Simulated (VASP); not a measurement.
**CsSnI3: transverse stress against strain**

CsSnI3 (cubic perovskite, Pm-3m, 46.680 Å³/atom and stress up to 0.17 GPa in the relaxed cell, cube axes along x, y and z) under a strain ε along a cube axis (axis z), the other axes held. PBEsol in VASP (plane waves, PAW), 480 eV, 6×6×6 Γ-centred mesh, Gaussian smearing 0.05 eV; ions are relaxed, or left where forces stay under 0.02 eV/Å, within the symmetry of each cell. Stress is positive for a compressed cell.

Here s stands for strain and y for stress xx.

| strain (%) | stress xx (GPa) |
|---|---|
| -1.50 | -0.10 |
| -1.00 | -0.13 |
| -0.50 | -0.15 |
| 0.00 | -0.17 |
| 0.50 | -0.19 |
| 1.00 | -0.21 |
| 1.50 | -0.23 |
| 3.00 | ? |

The 7 complete rows are fitted with a straight line, y against s. Means: s 0, y -0.169. About the means, the sum of products is -0.29500 and the sum of squares of s is 7.0000; the slope is their ratio. Least squares gives y = -0.169 - 0.0421·s. Residuals (row less fit): 0.006, -0.003, -0.002, -0.001, 0.000, 0.001, 0.002; standard error 0.003 (degrees of freedom: 5). The slope gives the elastic constant C12 = 4.2 ± 0.1 GPa (± standard error of the fit, which holds the terms cut off).

### Question
Predict the withheld y at s = 3.00 from the fit, and compare with the calculation.

### Answer
y = -0.169 - 0.0421 × 3.0 = -0.295 GPa. The calculation gives -0.30 GPa, which the fit meets to the printed digits. The row lies outside the fitted rows, so this is an extrapolation. The scatter of the fitted rows lies at the last printed digit.

This level leaves no gap over 0.05 eV at strain -1.50 %. The primitive cell can neither tilt nor turn polar against its symmetry, as such crystals can under strain. Spin-orbit coupling is left out, which can shift these values for the heavy elements here. CsSnI3 is here the ideal cubic form; the compound distorts at low or room temperature. Rows are the converged runs of the series near zero and its far end, less any whose ions stayed unrelaxed beside relaxed ones; series whose fitted rows scatter by over a few per cent of the range, as at a crossing or softening among them, aren't shown in this form. Most that stay on the fit to the last digits aren't either.
